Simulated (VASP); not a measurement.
Write the native input for VASP 6.6.1 that does the following.

```
Task                   : relaxation of cell and atoms
Functional             : PBE
Potentials or basis    : VASP PAW PBE potentials, release 64 (Te, Pb_d)
Cutoff                 : 600 eV
k mesh                 : 10 × 10 × 10
Occupations            : gaussian, width 0.03 eV
Spin                   : no spin polarisation
Further INCAR settings : ALGO = Normal; EDIFF = 1e-07; IBRION = 2; EDIFFG = -0.005; NSW = 90; ISIF = 3
```

The structure of TePb lies in POSCAR:

```
TePb                                    
1.0
    0.0000000000      3.2839997411      3.2839997411
    3.2839997411      0.0000000000      3.2839997411
    3.2839997411      3.2839997411      0.0000000000
  Te              Pb            
     1     1
Direct
     0.5000000000000000    0.5000000000000000    0.5000000000000000
     0.0000000000000000    0.0000000000000000    0.0000000000000000
```

The input as run:

INCAR

```
SYSTEM = TePb
PREC     = Accurate       ! precision mode
ENCUT    = 600            ! plane-wave cutoff, eV
EDIFF    = 1E-7           ! SCF threshold, eV
ISMEAR   = 0              ! smearing method
SIGMA    = 0.03           ! smearing width, eV
LREAL    = .False.        ! projectors in reciprocal space
LASPH    = .True.         ! aspherical terms in the spheres
NELM     = 80             ! most SCF steps
ALGO     = Normal         ! electronic algorithm
ISIF     = 3              ! what is computed and relaxed
LWAVE    = .False.        ! write WAVECAR
LCHARG   = .False.        ! write CHGCAR
GGA      = PE             ! functional
IBRION   = 2              ! ionic algorithm
NSW      = 90             ! ionic steps
EDIFFG   = -0.005         ! ionic threshold
```

KPOINTS

```
regular mesh
0
Gamma
  10 10 10
  0 0 0
```

Potentials or basis: VASP PAW PBE potentials, release 64 (Te, Pb_d).

Command:

```console
$ cat potpaw_PBE.64/Te/POTCAR potpaw_PBE.64/Pb_d/POTCAR > POTCAR
$ mpirun -np 1 vasp_std > vasp.out
```

It gave:

```
Pressure after relaxing : 0.0 GPa
Band gap on the k mesh  : 0.83 eV, direct
```

Caveat: the relaxation stopped at its first step, so nothing moved; spin-orbit coupling is left out, which as a rule narrows the gap of such compounds by several tenths of an eV.

Wall time 69 s on 1 thread of Intel(R) Xeon(R) Platinum 8259CL CPU @ 2.50GHz (Skylake/Cascade Lake), with other jobs on the host, peak memory 0.27 GiB.
